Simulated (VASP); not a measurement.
The input files of a VASP run:

**KPOINTS**
```
Automatic
0
gamma
 10 10 10
0 0 0
```

**INCAR**
```
ALGO  =  Normal
EDIFF  =  1E-7
ENCUT  =  480
ISIF  =  2
ISMEAR  =  1
LASPH  =  T
LCHARG  =  F
LMIXTAU  =  T
LREAL  =  F
LWAVE  =  F
METAGGA  =  R2SCAN
NELM  =  100
PREC  =  Accurate
SIGMA  =  0.1
SYSTEM  =  K
```

**POSCAR**
```
K
1.0
 -2.6633236316   2.6633236316   2.6699986282
  2.6633236316  -2.6633236316   2.6699986282
  2.6766736248   2.6766736248  -2.6699986282
K
1
Cart
  0.0000000000   0.0000000000   0.0000000000
```

POTCAR, in this order: K_sv (PBE.64 set). Program: vasp_std.

### Question
Translate this r2SCAN calculation to Ansatz.

### Answer
One equivalent input (not run):
Ansatz 0.2 input:
```yaml
crystal:
  lattice:
    - [-2.6633236, 2.6633236, 2.6699986]
    - [2.6633236, -2.6633236, 2.6699986]
    - [2.6766736, 2.6766736, -2.6699986]
  atoms:
    - { symbol: K, position: [0.0000000, 0.0000000, 0.0000000] }
kpoints:
  mp_grid: { grid: [10, 10, 10] }
hamiltonian:
  xc: r2scan
  pseudopotentials: { kind: paw }
scf:
  occupations: { method: methfessel_paxton, width: 0.1 }
  max_iter: 100
output: { forces: true, stress: true, eigenvalues: true }
```
The two are equivalent in intent, not identical: each code has its own PAW files, so the cut-off isn't converted (ENCUT is set for VASP's; basis.ecutwfc is left out, and Ansatz then takes the one that its files recommend); Ansatz stops its SCF on the density residual and VASP on the energy change (EDIFF).

The compound is K in the bcc structure. This cell was strained or had an atom moved on purpose.
